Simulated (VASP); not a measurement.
# Ta4Cu3N8 (a cell with a defect) in VASP: further runs

Runs on Ta4Cu3N8 (a cell with a defect). Level: PBEsol. Tasks: single point.

Program: VASP 6.6.1. These are calculated values, not measurements. Logs are shortened: lines on timing, memory, paths and dates and some standing lists are left out, and cuts for length are marked.

### Step 1. The crystal as given

The cell holds a defect, 15 atoms: a = 6.985 Å, b = 6.985 Å, c = 6.985 Å, α = 54.51°, β = 54.51°, γ = 54.51°.

### Step 2. Single point, PBEsol

Contents of INCAR:

```
SYSTEM = Ta4Cu3N8
  PREC = Accurate
  ENCUT = 520
  EDIFF = 1E-6
  ISMEAR = -1
  SIGMA = 0.05
  LREAL = Auto
  LASPH = .True.
  NELM = 100
  ALGO = Normal
  ISIF = 2
  LWAVE = .False.
  LCHARG = .False.
  GGA = PS
  NBANDS = 72
```

Contents of KPOINTS:

```
regular mesh
0
Gamma
  2 2 2
  0 0 0
```

Contents of POSCAR:

```
Ta4Cu3N8
1.0
   -3.1987200000     -1.8467820000      5.9289200000
    3.1987200000     -1.8467820000      5.9289200000
    0.0000000000      3.6935640000      5.9289200000
Ta Cu N
4 3 8
Direct
    0.4782896753      0.5428154856      0.4982609294
   -0.0138149665      0.0432078426      0.4974821702
   -0.0070077032      0.4757166366     -0.0199256811
    0.5074515248     -0.0009705941      0.0093297060
    0.0017977876     -0.0715127867      0.0391360741
    0.5387045807     -0.0507186886      0.5247786587
    0.0646033205      0.4557910456      0.4691281776
    0.0983991589      0.1070588728      0.1289367653
    0.8682084469      0.8949378887      0.8997669774
    0.6134171829      0.5925650921      0.1326595012
    0.3710799575      0.4060627006      0.8680810925
    0.6492969413      0.0544027337      0.6251089444
    0.4130709953      0.8942634723      0.3746413391
    0.1020626527      0.6230210361      0.5995757770
    0.8606635386      0.3978221520      0.4132184309
```

Potentials or basis: VASP PAW PBE potentials, release 64 (Ta_pv, Cu, N).

The run is started by

```
> cat potpaw_PBE.64/Ta_pv/POTCAR potpaw_PBE.64/Cu/POTCAR potpaw_PBE.64/N/POTCAR > POTCAR
> mpirun -np 1 vasp_std > vasp.out
```

OUTCAR:

```text
SYSTEM = Ta4Cu3N8
   PREC = Accurate
   ENCUT = 520
   EDIFF = 1E-6
   ISMEAR = -1
   LREAL = Auto
   LASPH = .True.
   NELM = 100
   ISIF = 2
   GGA = PS

 ion  position               nearest neighbor table
   1  0.478  0.543  0.498-  13 1.92  11 1.97  10 2.02  15 2.06  14 2.08  12 2.61   4 3.03   3 3.13
                             2 3.18   2 3.22   3 3.34   4 3.38
   2  0.986  0.043  0.497-  15 1.91  12 1.94   8 2.04   9 2.14  13 2.27  14 2.29   3 3.08   7 3.11
                             1 3.18   4 3.18   1 3.22   4 3.24   3 3.40
   3  0.993  0.476  0.980-   8 1.96  10 2.01  14 2.02  11 2.09   9 2.31  15 2.39   2 3.08   1 3.13
                             4 3.20   4 3.25   1 3.34   2 3.40
   4  0.507  0.999  0.009-   9 1.93  13 1.98  12 2.12  11 2.16  10 2.19   8 2.21   1 3.03   2 3.18
                             3 3.20   2 3.24   3 3.25   1 3.38
   5  0.002  0.928  0.039-   9 1.86   8 2.19
   6  0.539  0.949  0.525-  12 1.87  13 1.99
   7  0.065  0.456  0.469-  15 1.96  14 2.03   2 3.11
   8  0.098  0.107  0.129-   3 1.96   2 2.04   5 2.19   4 2.21
   9  0.868  0.895  0.900-   5 1.86   4 1.93   2 2.14   3 2.31
  10  0.613  0.593  0.133-   3 2.01   1 2.02   4 2.19
  11  0.371  0.406  0.868-   1 1.97   3 2.09   4 2.16
  12  0.649  0.054  0.625-   6 1.87   2 1.94   4 2.12   1 2.61
  13  0.413  0.894  0.375-   1 1.92   4 1.98   6 1.99   2 2.27
  14  0.102  0.623  0.600-   3 2.02   7 2.03   1 2.08   2 2.29
  15  0.861  0.398  0.413-   2 1.91   7 1.96   1 2.06   3 2.39

  LATTYP: Found a trigonal (rhomboedric) cell.
 ALAT       =     6.9853064185
 COS(alpha) =     0.5806162793

  Lattice vectors:

 A1 = (  -3.1987200000,  -1.8467820000,   5.9289200000)
 A2 = (   3.1987200000,  -1.8467820000,   5.9289200000)
 A3 = (   0.0000000000,   3.6935640000,   5.9289200000)

Analysis of symmetry for initial positions (statically):
=====================================================================
 Subroutine PRICEL returns:
 Original cell was already a primitive cell.

 Routine SETGRP: Setting up the symmetry group for a
 trigonal (rhombohedral) supercell.

 Subroutine GETGRP returns: Found  1 space group operations
 (whereof  1 operations were pure point group operations)
 out of a pool of 12 trial point group operations.

The static configuration has the point symmetry C_1 .

Analysis of symmetry for dynamics (positions and initial velocities):
=====================================================================
 Subroutine PRICEL returns:
 Original cell was already a primitive cell.

 Routine SETGRP: Setting up the symmetry group for a
[... 133 lines left out ...]
   IMIX   =      4    mixing-type and parameters
     AMIX     =   0.40;   BMIX     =  1.00
     AMIX_MAG =   1.60;   BMIX_MAG =  1.00
  volume/ion in A,a.u.               =      14.01        94.54
  Fermi-wavevector in a.u.,A,eV,Ry     =   1.346782  2.545048 24.678534  1.813821
  Thomas-Fermi vector in A             =   2.474586
   LORBIT       =      0    0 simple, 1 ext, 2 COOP (PROOUT), +10 PAW based schemes
   GGA     = PS    functional components
   LHFCALC =     F    Hartree Fock is set to
   AEXX    =    0.0000 exact exchange contribution
   IVDW    =     0    specifies the selected vdW correction
   LEPSILON=     F    determine dielectric tensor
   LRPA    =     F    only Hartree local field effects (RPA)
 non-spin polarized calculation
  energy-cutoff  :      520.00
  volume of cell :      210.14
 maximum number of plane-waves:      5666
 NGX is ok and might be reduce to    54
   NGX = 25   NGY = 25   NGZ = 25

 number of electron     117.0000004 magnetization

 Free energy of the ion-electron system (eV)
  ---------------------------------------------------
  ext. energy  EPLUGINS =         0.00000000
  ---------------------------------------------------
  free energy    TOTEN  =      -137.21335209 eV

  energy without entropy =     -137.14287875  energy(sigma->0) =     -137.17811542

 E-fermi :   3.1408     XC(G=0): -10.8701

 val. band max:        3.1258736569   @ k =   0.5000   0.5000   0.5000
 cond. band min:       3.1622666269   @ k =   0.0000   0.5000  -0.0000
 fundamental gap:      0.0363929700
 Fermi energy:         3.1408402079

 k-point     1 :       0.0000    0.0000    0.0000
  band No.  band energies     occupation
      1     -31.8409      2.00000
      2     -31.7298      2.00000
      3     -31.6472      2.00000
      4     -31.5293      2.00000
      5     -31.4021      2.00000
      6     -31.3849      2.00000
[... 573 lines left out ...]
     69       7.1402      0.00000
     70       7.3112      0.00000
 [bands above 70 left out]

------------------------ aborting loop because EDIFF is reached ----------------------------------------

  FORCE on cell =-STRESS in cart. coord.  units (eV):
  Direction    XX          YY          ZZ          XY          YZ          ZX
  --------------------------------------------------------------------------------------
  -------------------------------------------------------------------------------------
  Total       -1.3149509     -0.0472242     -8.7616874     -1.6923967      1.9394348     -3.4414965
  in kB      -10.0253934     -0.3600445    -66.8004885    -12.9030997     14.7865575    -26.2385131
  external PRESSURE =     -25.7286421 kB  Pullay stress =       0.0000000 kB

 VOLUME and BASIS-vectors are now :
 -----------------------------------------------------------------------------
  energy-cutoff  :      520.00
  volume of cell :      210.14
      direct lattice vectors                 reciprocal lattice vectors
    -3.198720000 -1.846782000  5.928920000    -0.156312525 -0.090247071  0.056221594
     3.198720000 -1.846782000  5.928920000     0.156312525 -0.090247071  0.056221594
     0.000000000  3.693564000  5.928920000     0.000000000  0.180494142  0.056221594

 POSITION                                       TOTAL-FORCE (eV/Angst)
 -----------------------------------------------------------------------------------
      0.20640     -0.04540      9.00820        -1.049390      0.738121     -1.244419
     -3.01632     -0.06358      9.05272        -1.280479      1.483617     -0.604204
     -1.65462      0.90758     14.51864         0.952140     -0.919873      0.344001
      1.57242     -2.74768      8.98712         0.528173     -1.690058     -1.219603
      2.96422     -1.57348      5.74762         0.413320     -0.206748      1.118522
      1.31332     -0.80968     11.93352         0.400259     -0.292288     -0.185897
      1.25130      0.77170      5.86680         1.038489      0.354431      0.481621
      0.02770      0.09680      1.98260        -0.619026      0.023581     -2.186827
      0.08550      0.06720     15.78820        -1.613010     -0.494381      2.488310
     -0.06670     -1.73720      7.93670         0.970371     -0.869303     -0.681024
      0.11190      1.77110      9.75440        -1.110131      1.883755      0.637011
     -1.90290      1.00930      7.87840         1.382811      0.019963     -2.278086
      1.53920     -1.03060      9.97230         1.256130      1.230260      2.733706
      1.66640      0.87550      7.85380        -0.583986      0.255521     -1.988104
     -1.48050     -0.79790      9.91140        -0.685670     -1.516599      2.584994
 -----------------------------------------------------------------------------------
    total drift:                                0.000666      0.002602      0.001301

  FREE ENERGIE OF THE ION-ELECTRON SYSTEM (eV)
  ---------------------------------------------------
  free  energy   TOTEN  =      -137.2133520936 eV

  energy  without entropy=     -137.1428787517  energy(sigma->0) =     -137.17811542
```

stdout:

```text
POSCAR found type information on POSCAR TaCuN
 POSCAR found :  3 types and      15 ions
 scaLAPACK will be used
 -----------------------------------------------------------------------------
|                                                                             |
|                                                                             |
|     You enforced a specific xc type in the INCAR file but a different       |
|     I HOPE YOU KNOW WHAT YOU ARE DOING!                                     |
|                                                                             |
 -----------------------------------------------------------------------------

 LDA part: xc-table for (Slater+PW92), standard interpolation
 POSCAR, INCAR and KPOINTS ok, starting setup
 FFT: planning ... GRIDC
 FFT: planning ... GRID_SOFT
 FFT: planning ... GRID
 WAVECAR not read
 entering main loop
```

It took 15 min on 1 thread of AMD EPYC 7R43 (Zen 3), shared host; peak memory 0.38 GiB.

Results:

```yaml
Free_energy: -137.2134 eV
Pressure: -2.6 GPa
Largest_force: 3.250 eV/Å
Band_gap_on_the_k_mesh: none (metal or under the smearing width)
```

Forces in eV/Å, atoms in the order of the input:
```
Ta  -1.049  0.738 -1.244
Ta  -1.280  1.484 -0.604
Ta   0.952 -0.920  0.344
Ta   0.528 -1.690 -1.220
Cu   0.413 -0.207  1.119
Cu   0.400 -0.292 -0.186
Cu   1.038  0.354  0.482
N   -0.619  0.024 -2.187
N   -1.613 -0.494  2.488
N    0.970 -0.869 -0.681
N   -1.110  1.884  0.637
N    1.383  0.020 -2.278
N    1.256  1.230  2.734
N   -0.584  0.256 -1.988
N   -0.686 -1.517  2.585
```

Stress tensor (GPa, compression positive):
```
-1.00 -1.29 -2.62
-1.29 -0.04  1.48
-2.62  1.48 -6.68
```

Caveat: the k mesh is coarse (spacing up to 0.59 Å⁻¹), so the values aren't converged; the PAW data sets were made with another functional, which shifts forces and pressure a little; the run has no spin polarisation, though such a crystal can be magnetic.

### Step 3. Single point, PBEsol

Contents of INCAR:

```
PREC     = Accurate       # precision mode
ENCUT    = 520            # plane-wave cutoff, eV
EDIFF    = 1E-7           # SCF threshold, eV
ISMEAR   = -1             # smearing method
SIGMA    = 0.05           # smearing width, eV
LREAL    = Auto         
LASPH    = True           # aspherical terms in the spheres
NELM     = 80             # most SCF steps
ALGO     = Fast           # electronic algorithm
ISIF     = 2              # what is computed and relaxed
LWAVE    = False          # write WAVECAR
LCHARG   = False          # write CHGCAR
GGA      = PS             # functional
NBANDS   = 72             # bands
```

Contents of KPOINTS:

```
regular mesh
0
Gamma
  2 2 2
```

Contents of POSCAR:

```
Ta4Cu3N8
1.0
   -3.1987200000     -1.8467820000      5.9289200000
    3.1987200000     -1.8467820000      5.9289200000
    0.0000000000      3.6935640000      5.9289200000
Ta Cu N
4 3 8
Direct
    0.4733983438      0.5426760548      0.5030555610
   -0.0079819204      0.0427571253      0.5060484189
   -0.0086994036      0.4784954743     -0.0198152985
    0.4923954955      0.0067950053     -0.0049014904
    0.0150350407     -0.0512727324      0.0326451318
    0.5256238062     -0.0577970622      0.5439932840
    0.0813198364      0.4427143942      0.4693507367
    0.1039636220      0.0663860910      0.1348829433
    0.9085127211      0.8534907123      0.8942138879
    0.5939588958      0.6290354264      0.1050215728
    0.4168508505      0.3633294420      0.8771535896
    0.6212866130      0.1004532796      0.6061073376
    0.3701438741      0.8982926336      0.4256662969
    0.1544200053      0.5448886928      0.5964078911
    0.9348066472      0.3851805467      0.3536228396
```

Potentials or basis: VASP PAW PBE potentials, release 64 (Ta_pv, Cu, N).

The run is started by

```
> cat potpaw_PBE.64/Ta_pv/POTCAR potpaw_PBE.64/Cu/POTCAR potpaw_PBE.64/N/POTCAR > POTCAR
> mpirun -np 1 vasp_std > vasp.out
```

Wall time 17 min (1 thread of AMD EPYC 7R43 (Zen 3), shared host); peak memory 0.38 GiB.

Results (log left out):

* Free energy: -137.6329 eV
* Pressure: -7.2 GPa
* Largest force: 3.202 eV/Å
* Band gap on the k mesh: none (metal or under the smearing width)

Forces in eV/Å, atoms in the order of the input:
```
Ta  -2.986  0.346 -1.103
Ta  -0.880  1.280 -2.079
Ta   1.476  0.467 -0.560
Ta  -1.296 -0.840 -0.917
Cu   0.155 -0.170 -1.293
Cu   0.669 -0.403  0.195
Cu   0.553  0.151 -0.947
N    0.580 -0.655  0.997
N    0.375 -0.152  1.829
N   -2.140  0.396  0.744
N    1.746  0.057  0.644
N   -0.641  0.531 -0.708
N   -0.589 -1.109  1.054
N    1.206  0.673  0.376
N    1.775 -0.572  1.768
```

Stress tensor (GPa, compression positive):
```
-3.51 -4.00  2.79
-4.00 -8.54 -2.34
 2.79 -2.34 -9.52
```

Levels at points of the mesh, in eV from the Fermi level:
```csv
k point,band 55,band 56,band 57,band 58,band 59,band 60,band 61,band 62,band 63,band 64
"(0.00, 0.00, 0.00)",-0.78,-0.55,-0.40,-0.32,-0.07,1.68,1.82,2.00,2.54,2.87
"(0.50, 0.00, 0.00)",-0.78,-0.52,-0.40,-0.13,0.03,1.67,2.19,2.38,2.45,2.70
"(0.00, 0.50, 0.00)",-0.85,-0.54,-0.26,-0.18,-0.04,1.70,1.91,2.35,2.71,2.82
"(0.00, 0.00, 0.50)",-0.76,-0.52,-0.41,-0.20,0.02,1.56,1.97,2.21,2.29,2.78
"(0.50, 0.50, 0.00)",-0.67,-0.63,-0.36,-0.16,-0.05,1.48,2.13,2.26,2.58,3.19
"(0.50, 0.00, 0.50)",-0.59,-0.51,-0.28,-0.26,-0.09,1.62,1.87,2.33,2.52,2.99
"(0.00, 0.50, 0.50)",-0.65,-0.40,-0.37,-0.23,-0.17,1.66,2.22,2.31,2.49,3.03
"(0.50, 0.50, 0.50)",-0.29,-0.17,-0.14,0.05,0.08,1.48,1.77,2.08,2.57,2.68
```

Caveat: the k mesh is coarse (spacing up to 0.59 Å⁻¹), so the values aren't converged; the PAW data sets were made with another functional, which shifts forces and pressure a little; the run has no spin polarisation, though such a crystal can be magnetic. With open d or f shells a metallic result of PBEsol can be an artefact of self-interaction; +U or a hybrid may open a gap.

### Step 4. Single point, PBEsol

Contents of INCAR:

```
  PREC = Accurate
  ENCUT = 520
  EDIFF = 1E-6
  ISMEAR = -1
  SIGMA = 0.05
  LREAL = Auto
  LASPH = T
  NELM = 100
  ALGO = Normal
  ISIF = 2
  LWAVE = F
  LCHARG = F
  GGA = PS
  NBANDS = 72
```

Contents of KPOINTS:

```
Automatic mesh
0
Gamma
  2 2 2
```

Contents of POSCAR:

```
Ta4Cu3N8
1.0
   -3.1987200000     -1.8467820000      5.9289200000
    3.1987200000     -1.8467820000      5.9289200000
    0.0000000000      3.6935640000      5.9289200000
Ta Cu N
4 3 8
Direct
    0.4935599016      0.5115045795      0.4993916425
    0.0040913459      0.0050604835      0.4837878628
    0.0086447849      0.4766444848      0.0000605074
    0.5050694352     -0.0037903587      0.0234876600
   -0.0125869488     -0.0380346279      0.0359308742
    0.5082496201      0.0054547522      0.4926677832
   -0.0357400374      0.5090091123      0.5144150227
    0.1062731332      0.1245929611      0.0842165852
    0.8885567709      0.9499875933      0.8363441484
    0.6267314566      0.6516789356      0.0704862028
    0.3903893755      0.4136174167      0.8569027832
    0.6170471612      0.1595829255      0.5690618775
    0.3669772205      0.9196983089      0.3813685664
    0.1303884253      0.6314638554      0.5691995803
    0.9086237716      0.3930738016      0.3505426324
```

The run is started by

```
> cat potpaw_PBE.64/Ta_pv/POTCAR potpaw_PBE.64/Cu/POTCAR potpaw_PBE.64/N/POTCAR > POTCAR
> mpirun -np 1 vasp_std > vasp.out
```

Wall time 21 min (1 thread of AMD EPYC 7R43 (Zen 3), shared host); peak memory 0.38 GiB.

It converged, with:

```yaml
Free_energy: -137.0932 eV
Pressure: -1.1 GPa
Largest_force: 4.524 eV/Å
Band_gap_on_the_k_mesh: none (metal or under the smearing width)
```

Forces on the atoms (eV/Å):
```
Ta  -0.430 -0.347  0.305
Ta   1.320  1.486 -1.314
Ta   1.037 -2.192 -0.049
Ta   0.096 -3.280 -0.390
Cu   0.412 -0.599  0.052
Cu   0.111 -0.472  0.320
Cu  -0.131 -0.832  0.169
N   -1.251 -0.026 -1.905
N   -0.293  1.923  2.217
N   -0.297  0.364 -0.505
N    0.375  1.252  0.751
N   -1.362  1.294 -4.115
N   -1.051 -0.307  3.659
N    0.449  1.098 -3.217
N    1.015  0.637  4.023
```

Stress tensor (GPa, compression positive):
```
 1.84 -1.73  1.78
-1.73  2.73  0.83
 1.78  0.83 -7.93
```

Levels at points of the mesh, in eV from the Fermi level:
| k point | band 55 | band 56 | band 57 | band 58 | band 59 | band 60 | band 61 | band 62 | band 63 | band 64 |
| --- | --- | --- | --- | --- | --- | --- | --- | --- | --- | --- |
| (0.00, 0.00, 0.00) | -0.74 | -0.43 | -0.36 | -0.31 | -0.25 | 1.95 | 2.26 | 2.56 | 2.81 | 2.94 |
| (0.50, 0.00, 0.00) | -0.63 | -0.59 | -0.24 | -0.15 | -0.07 | 1.80 | 1.98 | 2.23 | 2.41 | 2.95 |
| (0.00, 0.50, 0.00) | -0.66 | -0.44 | -0.37 | -0.06 | 0.00 | 2.05 | 2.12 | 2.52 | 2.59 | 2.77 |
| (0.00, 0.00, 0.50) | -0.65 | -0.61 | -0.30 | -0.12 | 0.06 | 2.06 | 2.36 | 2.41 | 2.76 | 2.90 |
| (0.50, 0.50, 0.00) | -0.57 | -0.50 | -0.35 | -0.25 | -0.03 | 1.80 | 2.15 | 2.51 | 2.71 | 3.12 |
| (0.50, 0.00, 0.50) | -0.60 | -0.57 | -0.36 | -0.21 | -0.01 | 1.70 | 2.00 | 2.45 | 2.66 | 2.99 |
| (0.00, 0.50, 0.50) | -0.64 | -0.54 | -0.39 | -0.12 | 0.07 | 1.58 | 1.81 | 2.33 | 2.48 | 3.17 |
| (0.50, 0.50, 0.50) | -0.38 | -0.31 | -0.19 | -0.18 | -0.02 | 2.03 | 2.15 | 2.28 | 2.87 | 2.96 |

Caveat: the k mesh is coarse (spacing up to 0.59 Å⁻¹), so the values aren't converged; the PAW data sets were made with another functional, which shifts forces and pressure a little; the run has no spin polarisation, though such a crystal can be magnetic.
